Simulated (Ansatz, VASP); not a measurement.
# Cross-check of TiB2 between VASP and Ansatz, part 2 of 2

Aim: how closely do two programs agree when they are given the same cell, functional and k mesh? The cell is taken from a series of runs on this material, whose earlier steps may have relaxed, scaled, displaced or heated it; both programs get it as it stands.

VASP 6.6.1 and Ansatz 0.2.0.

So far: The starting structure; Ansatz: zone-centre phonons, PBEsol.

### 3. VASP: zone-centre phonons, PBEsol

Level of this step: PBEsol; plane waves and PAW (B, Ti_sv) (VASP).

The same cell, functional, mesh and smearing now go to VASP, with its own data sets.

Lines of VASP's logs that name or quote its potential files are left out, and so is its time.

INCAR

```
SYSTEM = TiB2
PREC = Accurate
ENCUT = 500
EDIFF = 1E-08
NELM = 120
ISMEAR = 1
SIGMA = 0.2
LREAL = .FALSE.
ALGO = Normal
GGA = PS
NBANDS = 15
LASPH = .TRUE.
LORBIT = 11
LWAVE = .FALSE.
LCHARG = .FALSE.
ISIF = 2
IBRION = 8
GGA_COMPAT = .FALSE.
KPAR = 2
```

POSCAR

```
TiB2
1.0
    2.9571459667      0.0000000000      0.0000000000
   -1.4785729834      2.5609635299      0.0000000000
    0.0000000000      0.0000000000      3.2142455018
B Ti
2 1
Direct
    0.3333333333      0.6666666667      0.5000000000
    0.6666666667      0.3333333333      0.5000000000
    0.0000000000      0.0000000000      0.0000000000
```

KPOINTS

```
Automatic mesh
0
Gamma
15 15 16
0 0 0
```

PAW data sets: B and Ti_sv (PBE family, release 64).

Run with:

```
$ mpirun -np 2 vasp_std
```

Numbers of over 12 decimals in the logs are rounded to 6 here.

The log of the run:

```text
[banner, memory and clock lines left out]
running    2 mpi-ranks, on    1 nodes
 distrk:  each k-point on    1 cores,    2 groups
 distr:  one band on    1 cores,    1 groups

 POSCAR found type information on POSCAR B Ti
 POSCAR found :  2 types and       3 ions
|                                                                             |
|               ----> ADVICE to this user running VASP <----                  |
|                                                                             |
|     You enforced a specific xc type in the INCAR file but a different       |
|     [... a line on the potential file left out ...]
|     I HOPE YOU KNOW WHAT YOU ARE DOING!                                     |
|                                                                             |

 LDA part: xc-table for (Slater+PW92), standard interpolation
 POSCAR, INCAR and KPOINTS ok, starting setup
 FFT: planning ... GRIDC
 FFT: planning ... GRID_SOFT
 FFT: planning ... GRID
 WAVECAR not read
 entering main loop
       N       E                     dE             d eps       ncg     rms          rms(c)
DAV:   1     0.119830411920E+03    0.11983E+03   -0.89266E+03  7290   0.135E+03
DAV:   2    -0.236098463565E+02   -0.14344E+03   -0.13867E+03  7640   0.354E+02
DAV:   3    -0.308375273104E+02   -0.72277E+01   -0.71535E+01 10345   0.778E+01
DAV:   4    -0.310274939015E+02   -0.18997E+00   -0.18986E+00  8910   0.113E+01
DAV:   5    -0.310325531244E+02   -0.50592E-02   -0.50590E-02 10661   0.156E+00    0.182E+01
DAV:   6    -0.257218571530E+02    0.53107E+01   -0.21006E+01 10143   0.535E+01    0.408E+00
DAV:   7    -0.257399903798E+02   -0.18133E-01   -0.11488E+00  7696   0.121E+01    0.374E+00
DAV:   8    -0.257443839297E+02   -0.43935E-02   -0.87055E-02 11683   0.251E+00    0.725E-01
DAV:   9    -0.257434855425E+02    0.89839E-03   -0.27121E-02  9021   0.225E+00    0.202E-01
DAV:  10    -0.257433230793E+02    0.16246E-03   -0.35870E-03  9494   0.796E-01    0.131E-01
DAV:  11    -0.257432008789E+02    0.12220E-03   -0.28021E-04  9425   0.185E-01    0.579E-02
DAV:  12    -0.257431885016E+02    0.12377E-04   -0.53196E-05  9732   0.864E-02    0.136E-02
DAV:  13    -0.257431886146E+02   -0.11303E-06   -0.34369E-06  8852   0.190E-02    0.399E-03
DAV:  14    -0.257431884066E+02    0.20802E-06   -0.94655E-07 10869   0.112E-02    0.664E-04
DAV:  15    -0.257431884335E+02   -0.26909E-07   -0.38211E-08  7910   0.259E-03    0.357E-04
DAV:  16    -0.257431884564E+02   -0.22937E-07   -0.39344E-09  4296   0.744E-04    0.901E-05
DAV:  17    -0.257431884533E+02    0.31234E-08   -0.28738E-10  3981   0.203E-04
   1 F= -.25743188E+02 E0= -.25743209E+02  d E =0.620006E-04
 Linear response reoptimize wavefunctions to high precision
DAV:   1    -0.257431884536E+02   -0.27012E-09   -0.66184E-11  4632   0.837E-05
DAV:   2    -0.257431884535E+02    0.18645E-10   -0.13942E-11  3862   0.387E-05
 Linear response DOF=           4
 Linear response progress:
  Degree of freedom:   1/  4
       N       E                     dE             d eps       ncg     rms          rms(c)
RMM:   1    -0.513133154421E-01   -0.51313E-01   -0.29214E-02 70517   0.143E+00
RMM:   2    -0.456194029400E-01    0.56939E-02   -0.29265E-03 58773   0.373E-01    0.176E-01
RMM:   3    -0.454045152426E-01    0.21489E-03   -0.11251E-03 59467   0.190E-01    0.872E-02
RMM:   4    -0.460023792889E-01   -0.59786E-03   -0.81425E-04 59069   0.147E-01    0.906E-03
RMM:   5    -0.459945517342E-01    0.78276E-05   -0.14325E-04 71356   0.547E-02    0.332E-03
RMM:   6    -0.460187119830E-01   -0.24160E-04   -0.31978E-05 74268   0.233E-02    0.141E-03
RMM:   7    -0.460121707981E-01    0.65412E-05   -0.63895E-06 72725   0.984E-03    0.457E-04
RMM:   8    -0.460177536154E-01   -0.55828E-05   -0.12649E-06 74283   0.478E-03    0.227E-04
RMM:   9    -0.460160504650E-01    0.17032E-05   -0.66023E-07 74160   0.235E-03    0.835E-05
RMM:  10    -0.460165307176E-01   -0.48025E-06   -0.35800E-07 74813   0.120E-03    0.198E-05
RMM:  11    -0.460165857539E-01   -0.55036E-07   -0.58737E-09 77606   0.615E-04    0.167E-05
RMM:  12    -0.460165978459E-01   -0.12092E-07   -0.59226E-08 74655   0.333E-04    0.231E-05
RMM:  13    -0.460165531858E-01    0.44660E-07   -0.37358E-08 73880   0.188E-04    0.108E-05
RMM:  14    -0.460165510876E-01    0.20982E-08   -0.23374E-08 77219   0.103E-04    0.859E-06
 first order change of Fermi-energy   0.64177E-04
 force on displaced ion       1 direction 1 : -23.297   0.001   0.000
 Linear response progress:
  Degree of freedom:   2/  4
       N       E                     dE             d eps       ncg     rms          rms(c)
RMM:   1    -0.475682388859E-01   -0.47568E-01    0.12976E-02 23287   0.184E+00
RMM:   2    -0.453979046648E-01    0.21703E-02   -0.26467E-03 21649   0.371E-01    0.132E-01
RMM:   3    -0.452812090036E-01    0.11670E-03   -0.11944E-03 22093   0.198E-01    0.633E-02
RMM:   4    -0.457106974004E-01   -0.42949E-03   -0.61966E-04 22646   0.136E-01    0.129E-02
RMM:   5    -0.457617841752E-01   -0.51087E-04   -0.12871E-04 25504   0.573E-02    0.375E-03
RMM:   6    -0.457925132259E-01   -0.30729E-04   -0.25665E-05 26581   0.258E-02    0.152E-03
RMM:   7    -0.457787915329E-01    0.13722E-04   -0.62676E-06 26014   0.121E-02    0.619E-04
RMM:   8    -0.457818780588E-01   -0.30865E-05   -0.14947E-06 26743   0.603E-03    0.188E-04
RMM:   9    -0.457821916702E-01   -0.31361E-06   -0.71690E-07 26770   0.289E-03    0.138E-04
RMM:  10    -0.457821593372E-01    0.32333E-07   -0.76715E-07 26256   0.151E-03    0.967E-05
RMM:  11    -0.457826178997E-01   -0.45856E-06   -0.88907E-07 26448   0.765E-04    0.421E-05
RMM:  12    -0.457825924644E-01    0.25435E-07   -0.38779E-07 27459   0.401E-04    0.114E-05
RMM:  13    -0.457825829605E-01    0.95039E-08   -0.26431E-07 27511   0.205E-04    0.387E-06
RMM:  14    -0.457825735504E-01    0.94101E-08   -0.12191E-07 27153   0.109E-04    0.121E-05
RMM:  15    -0.457825602133E-01    0.13337E-07   -0.74261E-08 25684   0.653E-05    0.128E-06
RMM:  16    -0.457825583087E-01    0.19046E-08   -0.34189E-08 27819   0.354E-05    0.218E-06
 first order change of Fermi-energy  -0.23604E-03
 force on displaced ion       1 direction 3 :   0.000   0.000 -10.562
 Linear response progress:
  Degree of freedom:   3/  4
       N       E                     dE             d eps       ncg     rms          rms(c)
RMM:   1    -0.677798992661E+00   -0.67780E+00    0.64087E+00 17501   0.135E+02
RMM:   2    -0.639424461066E+00    0.38375E-01   -0.32869E-01 29133   0.512E+00    0.188E-01
RMM:   3    -0.637541653250E+00    0.18828E-02   -0.22621E-02 34303   0.124E+00    0.840E-02
RMM:   4    -0.637214072276E+00    0.32758E-03   -0.12305E-02 38019   0.562E-01    0.172E-02
RMM:   5    -0.638026117451E+00   -0.81205E-03   -0.11666E-03 39311   0.195E-01    0.911E-03
RMM:   6    -0.638328417272E+00   -0.30230E-03   -0.28366E-04 40736   0.832E-02    0.467E-03
RMM:   7    -0.638540256200E+00   -0.21184E-03   -0.68488E-05 39020   0.382E-02    0.682E-04
RMM:   8    -0.638563854913E+00   -0.23599E-04   -0.23763E-05 41967   0.172E-02    0.274E-04
RMM:   9    -0.638574117168E+00   -0.10262E-04   -0.14284E-05 41526   0.912E-03    0.118E-04
RMM:  10    -0.638577286050E+00   -0.31689E-05   -0.10524E-05 42662   0.501E-03    0.135E-04
RMM:  11    -0.638579594078E+00   -0.23080E-05   -0.83845E-06 42146   0.315E-03    0.133E-04
RMM:  12    -0.638583514459E+00   -0.39204E-05   -0.63731E-06 40252   0.218E-03    0.667E-05
RMM:  13    -0.638585706594E+00   -0.21921E-05   -0.52289E-06 39386   0.162E-03    0.813E-06
RMM:  14    -0.638586237391E+00   -0.53080E-06   -0.38308E-06 42983   0.123E-03    0.120E-05
RMM:  15    -0.638584751171E+00    0.14862E-05   -0.26399E-06 38849   0.102E-03    0.482E-05
RMM:  16    -0.638584813120E+00   -0.61949E-07   -0.18547E-06 43008   0.842E-04    0.522E-05
RMM:  17    -0.638585708554E+00   -0.89543E-06   -0.18778E-06 37360   0.732E-04    0.375E-05
RMM:  18    -0.638585251096E+00    0.45746E-06   -0.15962E-06 37958   0.640E-04    0.528E-05
RMM:  19    -0.638585272697E+00   -0.21601E-07   -0.12601E-06 41606   0.559E-04    0.563E-05
RMM:  20    -0.638585319648E+00   -0.46951E-07   -0.10528E-06 39132   0.494E-04    0.592E-05
RMM:  21    -0.638585351440E+00   -0.31792E-07   -0.80396E-07 37071   0.441E-04    0.615E-05
 first order change of Fermi-energy   0.36046E-03
 force on displaced ion       3 direction 1 : -16.060  -0.000   0.000
 Linear response progress:
  Degree of freedom:   4/  4
       N       E                     dE             d eps       ncg     rms          rms(c)
RMM:   1    -0.809337812165E+00   -0.80934E+00   -0.30949E+00  7504   0.130E+02
RMM:   2    -0.757293343077E+00    0.52044E-01   -0.30597E-01 11984   0.473E+00    0.205E-01
RMM:   3    -0.756300606549E+00    0.99274E-03   -0.23834E-02 13969   0.118E+00    0.925E-02
RMM:   4    -0.756832161862E+00   -0.53156E-03   -0.16011E-02 15240   0.575E-01    0.243E-02
RMM:   5    -0.757658193707E+00   -0.82603E-03   -0.14805E-03 16184   0.189E-01    0.211E-02
RMM:   6    -0.759439333060E+00   -0.17811E-02   -0.27711E-04 13915   0.104E-01    0.196E-02
RMM:   7    -0.758811612786E+00    0.62772E-03   -0.83932E-05 14750   0.463E-02    0.271E-03
RMM:   8    -0.758746014197E+00    0.65599E-04   -0.25895E-05 16154   0.220E-02    0.704E-04
RMM:   9    -0.758749415914E+00   -0.34017E-05   -0.13582E-05 17019   0.106E-02    0.265E-04
RMM:  10    -0.758748897807E+00    0.51811E-06   -0.82796E-06 17127   0.586E-03    0.101E-04
RMM:  11    -0.758748578426E+00    0.31938E-06   -0.71291E-06 17074   0.346E-03    0.133E-04
RMM:  12    -0.758751003592E+00   -0.24252E-05   -0.48660E-06 16776   0.231E-03    0.978E-05
RMM:  13    -0.758756789902E+00   -0.57863E-05   -0.49575E-06 15620   0.174E-03    0.371E-05
RMM:  14    -0.758755669685E+00    0.11202E-05   -0.32521E-06 16554   0.129E-03    0.101E-05
RMM:  15    -0.758755191131E+00    0.47855E-06   -0.31529E-06 16955   0.101E-03    0.289E-05
RMM:  16    -0.758755664864E+00   -0.47373E-06   -0.23339E-06 16431   0.822E-04    0.234E-05
RMM:  17    -0.758755811269E+00   -0.14641E-06   -0.21476E-06 17117   0.685E-04    0.236E-05
RMM:  18    -0.758755841623E+00   -0.30354E-07   -0.16002E-06 17618   0.577E-04    0.264E-05
 first order change of Fermi-energy   0.18846E-02
 force on displaced ion       3 direction 3 :   0.000  -0.000 -16.270
 Linear response finished
```

From OUTCAR (step 3):

```text
ion  position               nearest neighbor table
   1  0.333  0.667  0.500-   2 1.71   2 1.71   2 1.71   3 2.34   3 2.34   3 2.34   3 2.34   3 2.34
                             3 2.34
   2  0.667  0.333  0.500-   1 1.71   1 1.71   1 1.71   3 2.34   3 2.34   3 2.34   3 2.34   3 2.34
                             3 2.34
   3  0.000  0.000  0.000-   1 2.34   2 2.34   1 2.34   2 2.34   2 2.34   2 2.34   1 2.34   1 2.34
                             2 2.34   2 2.34   1 2.34   1 2.34

  LATTYP: Found a hexagonal cell.
 ALAT       =     2.9571459667
 C/A-ratio  =     1.0869417804

 Subroutine GETGRP returns: Found 24 space group operations
 (whereof 24 operations were pure point group operations)

The static configuration has the point symmetry D_6h.

 Found    243 irreducible k-points:

   k-points           NKPTS =    243   k-points in BZ     NKDIM =    243   number of bands    NBANDS=     15

   dimension x,y,z NGX =    24 NGY =   24 NGZ =   24
   dimension x,y,z NGXF=    48 NGYF=   48 NGZF=   48

   ENCUT  =  500.0 eV  36.75 Ry    6.06 a.u.   5.39  5.39  5.86*2*pi/ulx,y,z

   NELECT =      18.0000    total number of electrons

 k-points in reciprocal lattice and weights: Automatic mesh
   0.00000000  0.00000000  0.00000000       0.000
   0.06666667 -0.00000000  0.00000000       0.002
   0.13333333  0.00000000  0.00000000       0.002
   0.20000000  0.00000000  0.00000000       0.002
   0.26666667  0.00000000  0.00000000       0.002
   0.33333333 -0.00000000  0.00000000       0.002
   0.40000000  0.00000000  0.00000000       0.002
   0.46666667  0.00000000  0.00000000       0.002
   0.06666667  0.06666667  0.00000000       0.002
[...]
0.33333333  0.26666667  0.50000000       0.003
   0.33333333  0.33333333  0.50000000       0.001

 average (electrostatic) potential at core
       1 -21.7059       2 -21.7059       3 -70.0219

  Total        2.3569160      2.3569160      0.0506230     -0.0000000      0.0000000      0.0000000
  in kB      155.1313213    155.1313213      3.3319842     -0.0000000      0.0000000      0.0000000
  external PRESSURE =     104.5315423 kB  Pullay stress =       0.0000000 kB

  energy-cutoff  :      500.00
  volume of cell :       24.34
      direct lattice vectors                 reciprocal lattice vectors
     2.957145967  0.000000000  0.000000000     0.338163896  0.195239016  0.000000000
    -1.478572983  2.560963530  0.000000000     0.000000000  0.390478032  0.000000000
     0.000000000  0.000000000  3.214245502     0.000000000  0.000000000  0.311115003

 POSITION                                       TOTAL-FORCE (eV/Angst)
 -----------------------------------------------------------------------------------
     -0.00000      1.70731      1.60712        -0.000000     -0.000000      0.000000
      1.47857      0.85365      1.60712         0.000000      0.000000     -0.000000
      0.00000      0.00000      0.00000        -0.000000      0.000000      0.000000
 -----------------------------------------------------------------------------------
    total drift:                               -0.000000      0.000000      0.000000

 Eigenvectors and eigenvalues of the dynamical matrix
 ----------------------------------------------------

   1 f  =   29.531798 THz   185.553759 2PiTHz  985.074746 cm-1   122.133648 meV
             X         Y         Z           dx          dy          dz
     -0.000000  1.707309  1.607123    -0.309808    0.635625   -0.000000
      1.478573  0.853655  1.607123     0.309808   -0.635625    0.000000
      0.000000  0.000000  0.000000     0.000000    0.000000   -0.000000

   2 f  =   29.531798 THz   185.553759 2PiTHz  985.074746 cm-1   122.133648 meV
             X         Y         Z           dx          dy          dz
     -0.000000  1.707309  1.607123     0.635625    0.309808   -0.000000
      1.478573  0.853655  1.607123    -0.635625   -0.309808    0.000000
      0.000000  0.000000  0.000000     0.000000   -0.000000    0.000000

   3 f  =   17.142345 THz   107.708529 2PiTHz  571.807076 cm-1    70.895010 meV
             X         Y         Z           dx          dy          dz
     -0.000000  1.707309  1.607123    -0.000000   -0.000000   -0.707107
      1.478573  0.853655  1.607123    -0.000000   -0.000000    0.707107
      0.000000  0.000000  0.000000     0.000000    0.000000   -0.000000

   4 f  =   16.331944 THz   102.616631 2PiTHz  544.775016 cm-1    67.543463 meV
             X         Y         Z           dx          dy          dz
     -0.000000  1.707309  1.607123     0.000000   -0.000000    0.586790
      1.478573  0.853655  1.607123     0.000000   -0.000000    0.586790
      0.000000  0.000000  0.000000    -0.000000    0.000000   -0.557993

   5 f  =   16.223570 THz   101.935698 2PiTHz  541.160051 cm-1    67.095265 meV
             X         Y         Z           dx          dy          dz
     -0.000000  1.707309  1.607123     0.257068   -0.527433   -0.000000
      1.478573  0.853655  1.607123     0.257068   -0.527433   -0.000000
      0.000000  0.000000  0.000000    -0.244512    0.501672    0.000000

   6 f  =   16.223570 THz   101.935698 2PiTHz  541.160051 cm-1    67.095265 meV
             X         Y         Z           dx          dy          dz
     -0.000000  1.707309  1.607123    -0.527433   -0.257068    0.000000
      1.478573  0.853655  1.607123    -0.527433   -0.257068   -0.000000
      0.000000  0.000000  0.000000     0.501672    0.244512    0.000000

   7 f/i=    0.004528 THz     0.028451 2PiTHz    0.151040 cm-1     0.018727 meV
             X         Y         Z           dx          dy          dz
     -0.000000  1.707309  1.607123     0.000000    0.000000    0.394560
      1.478573  0.853655  1.607123     0.000000    0.000000    0.394560
      0.000000  0.000000  0.000000     0.000000    0.000000    0.829846

   8 f/i=    0.006344 THz     0.039860 2PiTHz    0.211611 cm-1     0.026236 meV
             X         Y         Z           dx          dy          dz
     -0.000000  1.707309  1.607123     0.374240    0.125201   -0.000000
      1.478573  0.853655  1.607123     0.374240    0.125201   -0.000000
      0.000000  0.000000  0.000000     0.786914    0.263259   -0.000000

   9 f/i=    0.006344 THz     0.039860 2PiTHz    0.211611 cm-1     0.026236 meV
             X         Y         Z           dx          dy          dz
     -0.000000  1.707309  1.607123    -0.125201    0.374240   -0.000000
      1.478573  0.853655  1.607123    -0.125201    0.374240   -0.000000
      0.000000  0.000000  0.000000    -0.263259    0.786914   -0.000000

 ELASTIC MODULI CONTR FROM IONIC RELAXATION (kBar)
 Direction    XX          YY          ZZ          XY          YZ          ZX
 --------------------------------------------------------------------------------
 XX        -118.6026    118.6026      0.0000      0.0000      0.0000      0.0000
 YY         118.6026   -118.6026     -0.0000      0.0000     -0.0000      0.0000
 ZZ           0.0000     -0.0000     -0.0000      0.0000     -0.0000      0.0000
 XY           0.0000      0.0000      0.0000   -118.6026     -0.0000      0.0000
 YZ           0.0000     -0.0000     -0.0000     -0.0000     -0.0000      0.0000
 ZX           0.0000      0.0000      0.0000      0.0000      0.0000      0.0000
 --------------------------------------------------------------------------------
```

### 4. Side by side

Known differences besides the potentials themselves: the cutoff is 420 eV in Ansatz and 500 eV in VASP; Ansatz makes its cores anew for this functional, VASP keeps those of its PBE data sets. Total energies have different zeros and are not compared.

Both answers:

| quantity | Ansatz | VASP | difference |
| --- | --- | --- | --- |
| optical mode 1 to 2 (cm⁻¹) | 541.0 | 541.2 | -0.03 % |
| optical mode 3 (cm⁻¹) | 543.8 | 544.8 | -0.18 % |
| optical mode 4 (cm⁻¹) | 570.6 | 571.8 | -0.22 % |
| optical mode 5 to 6 (cm⁻¹) | 981.1 | 985.1 | -0.41 % |

Modes are paired by rising frequency, not by their patterns, so a pair may set unlike modes beside each other; they are those without the splitting of longitudinal modes.

### 5. What came out

```json
{
  "r.m.s. difference of the optical zone-centre modes, each program's sorted by frequency (zone-centre phonons, PBEsol)": "2.4 cm⁻¹"
}
```

**Reading.** The r.m.s. difference of the optical zone-centre modes, each program's sorted by frequency is 2.4 cm⁻¹ (zone-centre phonons, PBEsol). Such differences can come from data sets, numerical settings and the points named under the comparisons, not from the functional's error against experiment.

[Lines on the potential files, build, host, timing and source positions are cut from VASP's logs without a mark.]

[Logs are printed without paths, hosts, clocks, repeated set-up lines and the standing remarks that a program may print on its own settings, such as how far it seeks lower states.]

[Hosts, paths, dates, database ids (printed as entryN), source tags and the programs' standing remarks are cut or masked in the printed files.]
